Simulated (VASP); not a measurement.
A convergence study with VASP on SnTe (space group no. 225 when undisturbed): one setting is varied, all else stays as given below, so the limit is that of these other settings. One atom is moved off its site, so that forces are finite.

```
SnTe
1.0
    0.00000     3.14420     3.14420
    3.14420     0.00000     3.14420
    3.14420     3.14420     0.00000
Sn Te
1 1
Direct
  0.00795   0.00795   0.99205
  0.50000   0.50000   0.50000
```

Calculation: PBEsol GGA, VASP's PBE PAW potentials (set 64) (plane waves; VASP). The tightest run used: 300 eV cut-off, 18×18×18 Γ-centred mesh, Fermi-Dirac smearing of 0.010 eV, potentials Sn_d Te.

Unless said otherwise, spin-orbit coupling is left out, though it shifts the bands of the heavy elements here. Gaps are read on the run's mesh, which can miss a band edge.

```
setting     E (eV/atom)  pressure (GPa)  largest force (eV/Å)  gap on the mesh (eV)  irreducible k-points
----------  -----------  --------------  --------------------  --------------------  --------------------
2×2×2 mesh      -3.2231            3.15                 0.489                 0.191                     4
3×3×3 mesh      -4.2176           -0.26                 0.035                 1.553                     6
4×4×4 mesh      -4.1746           -0.88                 0.087                 0.187                    13
5×5×5 mesh      -4.1725           -0.27                 0.009                 0.886                    18
```

These are the cheaper rows. Estimate the results at 18×18×18 mesh, and how far the last row shown lies from them.

| quantity | tightest run | last row shown is off by |
|---|---|---|
| E (eV/atom) | -4.1685 | -0.0040 |
| pressure (GPa) | -0.16 | -0.11 |
| largest force (eV/Å) | 0.016 | -0.007 |
| gap on the mesh (eV) | 0.204 | 0.682 |

Left out are rungs that failed or repeat a setting and relaxations that didn't move; long series are thinned to 24 rows.

The structure is a typed SnTe crystal (space group no. 225). The cell was not relaxed at this level, it is distorted from the ideal structure.
